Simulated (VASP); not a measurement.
Output of a VASP run:

File OUTCAR:
```
 ion  position               nearest neighbor table
   1  0.000  0.000  0.000-
  LATTYP: Found a simple cubic cell.
 ALAT       =     2.3180528534
 Subroutine PRICEL returns:
 Original cell was already a primitive cell.
 Subroutine GETGRP returns: Found 48 space group operations
The static configuration has the point symmetry O_h .
The dynamic configuration has the point symmetry O_h .
The overall configuration has the point symmetry O_h .
 Subroutine INISYM returns: Found 48 space group operations
 Subroutine IBZKPT returns following result:
 Found    120 irreducible k-points:

 Following reciprocal coordinates:
            Coordinates               Weight
  0.000000  0.000000  0.000000      1.000000
  0.071429  0.000000  0.000000      6.000000
  0.142857  0.000000  0.000000      6.000000
  0.214286  0.000000  0.000000      6.000000
  0.285714  0.000000  0.000000      6.000000
  0.357143  0.000000  0.000000      6.000000
  0.428571  0.000000  0.000000      6.000000
  0.500000  0.000000  0.000000      3.000000
  0.071429  0.071429  0.000000     12.000000
  0.142857  0.071429  0.000000     24.000000
  0.214286  0.071429  0.000000     24.000000
  0.285714  0.071429  0.000000     24.000000
  0.357143  0.071429  0.000000     24.000000
  0.428571  0.071429  0.000000     24.000000
  0.500000  0.071429  0.000000     12.000000
  0.142857  0.142857  0.000000     12.000000
  0.214286  0.142857  0.000000     24.000000
  0.285714  0.142857  0.000000     24.000000
  0.357143  0.142857  0.000000     24.000000
  0.428571  0.142857  0.000000     24.000000
  0.500000  0.142857  0.000000     12.000000
  0.214286  0.214286  0.000000     12.000000
  0.285714  0.214286  0.000000     24.000000
  0.357143  0.214286  0.000000     24.000000
  0.428571  0.214286  0.000000     24.000000
  0.500000  0.214286  0.000000     12.000000
  0.285714  0.285714  0.000000     12.000000
  0.357143  0.285714  0.000000     24.000000
  0.428571  0.285714  0.000000     24.000000
  0.500000  0.285714  0.000000     12.000000
  0.357143  0.357143  0.000000     12.000000
  0.428571  0.357143  0.000000     24.000000
  0.500000  0.357143  0.000000     12.000000
  0.428571  0.428571  0.000000     12.000000
  0.500000  0.428571  0.000000     12.000000
  0.500000  0.500000  0.000000      3.000000
  0.071429  0.071429  0.071429      8.000000
  0.142857  0.071429  0.071429     24.000000
  0.214286  0.071429  0.071429     24.000000
  0.285714  0.071429  0.071429     24.000000
   k-points           NKPTS =    120   k-points in BZ     NKDIM =    120   number of bands    NBANDS=     10
   number of dos      NEDOS =    301   number of ions     NIONS =      1
   total plane-waves  NPLWV =   4096
   dimension x,y,z NGX =    16 NGY =   16 NGZ =   16
   dimension x,y,z NGXF=    32 NGYF=   32 NGZF=   32
   ions per type =               1
   PREC   = accura    normal or accurate (medium, high low for compatibility)
   ISTART =      0    job   : 0-new  1-cont  2-samecut
   ICHARG =      2    charge: 1-file 2-atom 10-const
   ISPIN  =      2    spin polarized calculation?
   LNONCOLLINEAR =      F non collinear calculations
   LSORBIT =      F    spin-orbit coupling
   INIWAV =      1    electr: 0-lowe 1-rand  2-diag
   ENCUT  =  400.0 eV  29.40 Ry    5.42 a.u.   3.78  3.78  3.78*2*pi/ulx,y,z
   NELM   =    100;   NELMIN=  2; NELMDL= -5     # of ELM steps
   EDIFF  = 0.1E-05   stopping-criterion for ELM
   LREAL  =      F    real-space projection
   NLSPLINE    = F    spline interpolate recip. space projectors
   LMAXMIX     =    4 max onsite mixed and CHGCAR
   VOSKOWN=      0    Vosko Wilk Nusair interpolation
   EDIFFG = -.1E-01   stopping-criterion for IOM
   NSW    =     60    number of steps for IOM
   NBLOCK =      1;   KBLOCK =     60    inner block; outer block
   IBRION =      2    ionic relax: 0-MD 1-quasi-New 2-CG
...
```

File OSZICAR:
```
       N       E                     dE             d eps       ncg     rms          rms(c)
DAV:   1     0.589460675899E+02    0.58946E+02   -0.63908E+03  4810   0.114E+03
DAV:   2    -0.159311721154E+02   -0.74877E+02   -0.72073E+02  4850   0.301E+02
DAV:   3    -0.173722042954E+02   -0.14410E+01   -0.14064E+01  5392   0.495E+01
DAV:   4    -0.173869202804E+02   -0.14716E-01   -0.14679E-01  5620   0.452E+00
DAV:   5    -0.173870290756E+02   -0.10880E-03   -0.10879E-03  5218   0.407E-01    0.135E+01
DAV:   6    -0.134881415583E+02    0.38989E+01   -0.15366E+01  4940   0.565E+01    0.436E+00
DAV:   7    -0.137001019717E+02   -0.21196E+00   -0.15285E+00  4980   0.164E+01    0.217E+00
DAV:   8    -0.136845039924E+02    0.15598E-01   -0.11928E-01  4882   0.438E+00    0.141E+00
DAV:   9    -0.137230688866E+02   -0.38565E-01   -0.62894E-02  4860   0.227E+00    0.593E-01
DAV:  10    -0.137183457858E+02    0.47231E-02   -0.15840E-02  4902   0.164E+00    0.241E-01
DAV:  11    -0.137191487196E+02   -0.80293E-03   -0.25308E-03  4906   0.658E-01    0.103E-01
DAV:  12    -0.137191859998E+02   -0.37280E-04   -0.15360E-04  5068   0.104E-01    0.445E-02
DAV:  13    -0.137192189013E+02   -0.32901E-04   -0.83941E-05  4850   0.124E-01    0.133E-02
DAV:  14    -0.137192205109E+02   -0.16096E-05   -0.12034E-05  4942   0.413E-02    0.732E-03
DAV:  15    -0.137192214899E+02   -0.97905E-06   -0.67255E-06  4644   0.266E-02
   1 F= -.13719221E+02 E0= -.13719311E+02  d E =-.137192E+02  mag=     0.2212
       N       E                     dE             d eps       ncg     rms          rms(c)
DAV:   1    -0.137199552749E+02   -0.73476E-03   -0.15643E-02  4836   0.220E+00    0.257E-01
DAV:   2    -0.137191579129E+02    0.79736E-03   -0.44651E-03  4934   0.896E-01    0.440E-02
DAV:   3    -0.137191689174E+02   -0.11005E-04   -0.57892E-05  4986   0.983E-02    0.255E-02
DAV:   4    -0.137191673346E+02    0.15828E-05   -0.23702E-05  4838   0.448E-02    0.279E-02
DAV:   5    -0.137191724614E+02   -0.51268E-05   -0.24652E-06  4370   0.218E-02    0.160E-02
DAV:   6    -0.137191714961E+02    0.96529E-06   -0.33687E-06  4554   0.203E-02
   2 F= -.13719171E+02 E0= -.13719231E+02  d E =0.499938E-04  mag=     0.2250
       N       E                     dE             d eps       ncg     rms          rms(c)
DAV:   1    -0.137195586393E+02   -0.38618E-03   -0.73040E-03  4836   0.150E+00    0.172E-01
DAV:   2    -0.137192126182E+02    0.34602E-03   -0.19529E-03  4920   0.593E-01    0.294E-02
DAV:   3    -0.137192166178E+02   -0.39996E-05   -0.23708E-05  5008   0.626E-02    0.170E-02
DAV:   4    -0.137192145315E+02    0.20862E-05   -0.11038E-05  4842   0.305E-02    0.187E-02
DAV:   5    -0.137192160725E+02   -0.15410E-05   -0.11515E-06  2586   0.149E-02    0.107E-02
DAV:   6    -0.137192141479E+02    0.19247E-05   -0.14629E-06  3470   0.133E-02    0.396E-03
DAV:   7    -0.137192152366E+02   -0.10887E-05   -0.76861E-07  2568   0.101E-02    0.713E-04
DAV:   8    -0.137192152589E+02   -0.22350E-07   -0.57909E-08  2400   0.300E-03
   3 F= -.13719215E+02 E0= -.13719286E+02  d E =0.623099E-05  mag=     0.2235
       N       E                     dE             d eps       ncg     rms          rms(c)
DAV:   1    -0.137192464140E+02   -0.31177E-04   -0.53323E-04  4836   0.405E-01    0.468E-02
DAV:   2    -0.137192216501E+02    0.24764E-04   -0.14565E-04  4932   0.162E-01    0.804E-03
DAV:   3    -0.137192219006E+02   -0.25053E-06   -0.18210E-06  4064   0.173E-02
   4 F= -.13719222E+02 E0= -.13719295E+02  d E =-.410695E-06  mag=     0.2232
```

**OUTCAR**
```
------------------------ aborting loop because EDIFF is reached ----------------------------------------
  FORCE on cell =-STRESS in cart. coord.  units (eV):
  Direction    XX          YY          ZZ          XY          YZ          ZX
  --------------------------------------------------------------------------------------
  Total       -0.0085101     -0.0085101     -0.0085101      0.0000000     -0.0000000     -0.0000000
  in kB       -1.0943506     -1.0943506     -1.0943506      0.0000000     -0.0000000     -0.0000000
  external PRESSURE =      -1.0943506 kB  Pullay stress =       0.0000000 kB
  volume of cell :       12.46
      direct lattice vectors                 reciprocal lattice vectors
     2.318265681 -0.000000000 -0.000000000     0.431356944 -0.000000000 -0.000000000
     0.000000000  2.318265681 -0.000000000     0.000000000  0.431356944 -0.000000000
     0.000000000  0.000000000  2.318265681     0.000000000  0.000000000  0.431356944
 POSITION                                       TOTAL-FORCE (eV/Angst)
 -----------------------------------------------------------------------------------
      0.00000      0.00000      0.00000         0.000000      0.000000      0.000000
 -----------------------------------------------------------------------------------
    total drift:                                0.000000      0.000000      0.000000
  FREE ENERGIE OF THE ION-ELECTRON SYSTEM (eV)
  ---------------------------------------------------
  free  energy   TOTEN  =       -13.7192219006 eV

  energy  without entropy=      -13.7194425165  energy(sigma->0) =      -13.71929544

 total charge

# of ion       s       p       d       tot
------------------------------------------
    1        0.679   6.324   4.349  11.352

 magnetization (x)

# of ion       s       p       d       tot
------------------------------------------
    1        0.004   0.009   0.208   0.222

 reached required accuracy - stopping structural energy minimisation
```
(Selected blocks of OUTCAR.)

**POSCAR**
```
Cr
1
    2.3180528534     0.0000000000    -0.0000000000
    0.0000000000     2.3180528534    -0.0000000000
    0.0000000000     0.0000000000     2.3180528534
Cr
1
Direct
  0.0000000000   0.0000000000   0.0000000000
```

Problem. Reconstruct the remaining input files.

Solution. This is not unique; one that fits is the input of the run itself, r2SCAN meta-GGA, plane waves, VASP's PBE PAW potentials (set 64).

KPOINTS:
```
Automatic mesh
0
Gamma
14 14 14
0 0 0
```

### INCAR
```
ISPIN = 2   ! spin-polarised
PREC = Accurate
LMAXMIX = 4   ! l cut-off of mixed one-centre charges
LCHARG = .FALSE.
LREAL = .FALSE.   ! projection in real space or not
SIGMA = 0.1   ! width (eV)
EDIFFG = -0.01   ! ionic stop
EDIFF = 1E-6
LMIXTAU = .TRUE.
LASPH = .TRUE.   ! aspherical one-centre terms
METAGGA = R2SCAN
MAGMOM = 0.2
SYSTEM = Cr
ENCUT = 400
NSW = 60   ! most ionic steps
NELM = 100   ! most electronic steps
LWAVE = .FALSE.
ALGO = Normal
ISIF = 3   ! ions, shape and volume
ISMEAR = 1   ! Methfessel-Paxton
LORBIT = 10
IBRION = 2
```

POTCAR, in this order: Cr_pv (PBE.64 set). Program: vasp_std.

The moments were started parallel, and other spin orders were not tried in this run.

The structure was generated: Cr was put into the simple-cubic type (Pm-3m), which need not be its known phase. This run relaxes it. Symmetry was kept, so distortions that lower it aren't found. The start is the result of an earlier pass.
